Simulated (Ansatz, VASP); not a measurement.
# W16N in two plane-wave programs

Aim: how closely do two programs agree when they are given the same cell, functional and k mesh? Of the first pair: The structure shown is the start of the Ansatz relaxation below; VASP solves that cell, so the two are compared at the walk's first step.

Method: plane waves, with VASP 6.6.1 beside it; single point at PBE, in Ansatz 0.2.0.

**1. Set-up**

The cell holds 17 atoms: 16 W and 1 N. Cell: a = 6.369 Å, b = 5.515 Å, c = 23.164 Å, α = 90.0°, β = 90.0°, γ = 54.7°. It derives from W. Vacuum lies along c.

**2. Ansatz: relaxation, PBE**

Ansatz runs on its PAW soft_1 files.

The two programs are compared at the cell with which this relaxation starts, whose forces are those of its first step.

Contents of input.yaml:

```yaml
crystal:
  lattice:
    - [6.3687169402, 0.0, 0.0]
    - [3.1843584701, 4.5033659568, 0.0]
    - [0.0, 0.0, 23.1635960934]
  atoms:
    - { symbol: W, position: [0.75, 0.5, 0.32525] }
    - { symbol: W, position: [0.25, 0.5, 0.32525] }
    - { symbol: W, position: [0.75, 0.0, 0.32525] }
    - { symbol: W, position: [0.25, 0.0, 0.32525] }
    - { symbol: W, position: [0.0, 0.0, 0.422458] }
    - { symbol: W, position: [0.5, 0.0, 0.422458] }
    - { symbol: W, position: [0.0, 0.5, 0.422458] }
    - { symbol: W, position: [0.5, 0.5, 0.422458] }
    - { symbol: W, position: [0.75, 0.5, 0.519666] }
    - { symbol: W, position: [0.25, 0.5, 0.519666] }
    - { symbol: W, position: [0.75, 0.0, 0.519666] }
    - { symbol: W, position: [0.25, 0.0, 0.519666] }
    - { symbol: W, position: [0.0, 0.0, 0.616874] }
    - { symbol: W, position: [0.5, 0.0, 0.616874] }
    - { symbol: W, position: [0.0, 0.5, 0.616874] }
    - { symbol: W, position: [0.5, 0.5, 0.616874] }
    - { symbol: "N", position: [0.1875, 0.125, 0.67475] }
  periodic: [true, true, false]
kpoints:
  mp_grid: { grid: [6, 6, 1] }
hamiltonian:
  xc: pbe
  pseudopotentials: { kind: paw, azcp: { folder: soft_1 } }
scf:
  occupations: { method: methfessel_paxton, width: 0.15 }
output:
  forces: true
  eigenvalues: true
relax:
  adjacent_minimum: "off"
  f_tol: 0.003
  max_steps: 120
  constraints: [{ sites: [0, 1, 2, 3, 4, 5, 6, 7] }]
```

Started as:

```console
$ ansatz run input.yaml --threads 8 --pin off --max-ram 20480MiB --backend cpu --events-out ev --progress --plain --runs-dir out
```

Numbers of over 12 decimals in the logs are rounded to 6 here.

Log:

```text
Warning: crystal.periodic: the lattice vector that does not repeat stood 0.000° off the slab's normal, 23.164 Å along it as the deck builds it. The run solves the slab on a vector along the normal, 39.991 Å long, with every atom where it was (on the deck's vector they left 15.07 Å outside them, and the widest stretch free of ions among them is 2.25 Å). A fractional position that the run reports is one of the run's ce [...]
The last accepted step is kept in <dir> (removed where the run ends without a failure and the disk answers)
crystal.periodic: the lattice vector that does not repeat stood 0.000° off the slab's normal, 23.164 Å along it as the deck builds it. The run solves the slab on a vector along the normal, 39.991 Å long, with every atom where it was (on the deck's vector they left 15.07 Å outside them, and the widest stretch free of ions among them is 2.25 Å). A fractional position that the run reports is one of the run's cell, which [...]
Engine: ansatz 0.2.0, aarch64-unknown-linux-gnu
Pseudopotentials: kind: paw
Pseudopotential: W, paw, valence charge 14, recommended cutoff 420 eV (normal), soft_1/W.paw.azcp
Pseudopotential: N, paw, valence charge 5, recommended cutoff 420 eV (normal), soft_1/N.paw.azcp
Functional definition: PBE
  parameter kappa = 0.804
  parameter beta = 0.066725
[...]
E_kinetic    = 6840.209804
  E_local      = -1167465.431535  (includes V_loc(G=0)·N_el)
  E_nonlocal   = -367.221662
  E_hartree    = 579922.975031
  E_xc         = -4322.936112
  E_vxc        = -3750.379679  (∫ρ·V_xc dr)
  E_paw        = -137371.157427  (= ΣΔE_a)
  E_vpaw       = -2616.913245  (= ΣTr[D̂ρ^β])
  E_aug_tail   = 0.003206  (compensation charges beyond the density's cutoff)
  E_ewald      = 556214.675980
  E_smearing   = -0.006791  (= −TS)
  E_closure    = -0.000000  (closes the sum)
  Σ components = -166548.889506   (vs F -166548.889506, Δ=0.00e0)
--- Forces (eV/Å), atoms counted from 1 ---
  atom   1  W      0.02816526    -0.02267848     0.71316280
  atom   2  W     -0.02816526    -0.02267848     0.71316280
  atom   3  W      0.00000000     0.01474948     0.62944247
  atom   4  W      0.00000000     0.00751556     0.49989859
  atom   5  W     -0.11220879     0.00942766    -0.52809208
  atom   6  W      0.11220879     0.00942766    -0.52809208
  atom   7  W      0.00000000    -0.10752048    -0.75050578
  atom   8  W      0.00000000     0.11204009    -0.74875907
  atom   9  W     -0.00034116     0.00063261    -0.00030336
  atom  10  W      0.00034116     0.00063261    -0.00030336
  atom  11  W      0.00000000    -0.00066968     0.00069641
  atom  12  W      0.00000000    -0.00034495     0.00014108
  atom  13  W      0.00005369    -0.00045104    -0.00012058
  atom  14  W     -0.00005369    -0.00045104    -0.00012058
  atom  15  W      0.00000000    -0.00015957     0.00210160
  atom  16  W      0.00000000    -0.00103221    -0.00070074
  atom  17  N      0.00000000     0.00156192    -0.00160686
  max |Σ_I F_I| component: 1.67e-6 eV/Å
--- Band table (eV; the first three rows and the last of 13) ---
  k-point 0: bands = ["-79.1093", "-79.0787", "-79.0684", "-79.0122", "-79.0043", "-78.9895", "-78.9770", "-78.9686", "-78.9679", "-78.9469", "-78.9400", "-78.9254", "-78.8942", "-78.8895", "-78.8653", "-78.8556", "-43.9083", "-43.8922", "-43.8642", "-43.8608", "-43.8479", "-43.8309", "-43.7902", "-43.7582", "-43.6893", "-43.6095", "-43.5980", "-43.5875", "-43.5608", "-43.5228", "-43.5183", "-43.4943", "-43.3992", "- [...]
  k-point 1: bands = ["-79.1037", "-79.0720", "-79.0684", "-79.0081", "-79.0041", "-78.9898", "-78.9804", "-78.9684", "-78.9660", "-78.9507", "-78.9395", "-78.9259", "-78.8951", "-78.8895", "-78.8704", "-78.8614", "-43.8628", "-43.8338", "-43.8156", "-43.8123", "-43.8038", "-43.7994", "-43.7432", "-43.6982", "-43.6404", "-43.5630", "-43.5541", "-43.5494", "-43.5388", "-43.5124", "-43.4901", "-43.4605", "-43.3773", "- [...]
  k-point 2: bands = ["-79.0912", "-79.0685", "-79.0538", "-79.0070", "-78.9997", "-78.9919", "-78.9902", "-78.9679", "-78.9660", "-78.9511", "-78.9367", "-78.9269", "-78.8956", "-78.8894", "-78.8828", "-78.8753", "-43.7662", "-43.7370", "-43.7119", "-43.7075", "-43.6943", "-43.6328", "-43.6095", "-43.5835", "-43.5356", "-43.5190", "-43.5065", "-43.4551", "-43.4388", "-43.4118", "-43.4111", "-43.3311", "-43.3171", "- [...]
  k-point 12: bands = ["-79.0878", "-79.0772", "-79.0535", "-79.0250", "-79.0043", "-78.9944", "-78.9797", "-78.9732", "-78.9580", "-78.9525", "-78.9370", "-78.9215", "-78.8927", "-78.8885", "-78.8770", "-78.8714", "-43.7473", "-43.7260", "-43.7170", "-43.6994", "-43.6888", "-43.6720", "-43.6582", "-43.6285", "-43.6211", "-43.5851", "-43.5475", "-43.5396", "-43.5226", "-43.4560", "-43.4326", "-43.4280", "-43.4014", " [...]
--- Relaxed structure (8 steps of the walk, 8 accepted, 0 SCFs on fresh bases) ---
  F+E_penalty+E_count = -166548.88950606 eV   max|allowed force component| = 2.102e-3 eV/Å
  cell:  # Å, volume = 1146.9785 Å³
    - [6.3687169402, 0.0, 0.0]
    - [3.1843584701, 4.5033659568, 0.0]
    - [0.0, 0.0, 39.991354]
  atoms:
    - { symbol: W, position: [0.750000, 0.5, 0.188390] }
    - { symbol: W, position: [0.250000, 0.5, 0.188390] }
    - { symbol: W, position: [0.750000, 0.0, 0.188390] }
    - { symbol: W, position: [0.250000, 0.0, 0.188390] }
    - { symbol: W, position: [0.0, 0.0, 0.244694] }
    - { symbol: W, position: [0.500000, 0.0, 0.244694] }
    - { symbol: W, position: [1.1102230246251565e-16, 0.5, 0.244694] }
    - { symbol: W, position: [0.500000, 0.5, 0.244694] }
    - { symbol: W, position: [0.750911, 0.499424, 0.301646] }
    - { symbol: W, position: [0.249665, 0.499424, 0.301646] }
    - { symbol: W, position: [0.751355, -0.00270916, 0.300008] }
    - { symbol: W, position: [0.249825, 0.000350943, 0.300847] }
    - { symbol: W, position: [-0.000769244, 0.000411571, 0.356978] }
    - { symbol: W, position: [0.500358, 0.000411571, 0.356978] }
    - { symbol: W, position: [-0.00363826, 0.507277, 0.356477] }
    - { symbol: W, position: [0.508064, 0.483873, 0.354792] }
    - { symbol: N, position: [0.209268, 0.081463, 0.384328] }
```

[end of part 1 of 3]

[Lines on the potential files, build, host, timing and source positions are cut from VASP's logs without a mark.]

[Logs are printed without paths, hosts, clocks, repeated set-up lines and the standing remarks that a program may print on its own settings, such as how far it seeks lower states.]

[Hosts, paths, dates, database ids (printed as entryN), source tags and the programs' standing remarks are cut or masked in the printed files.]
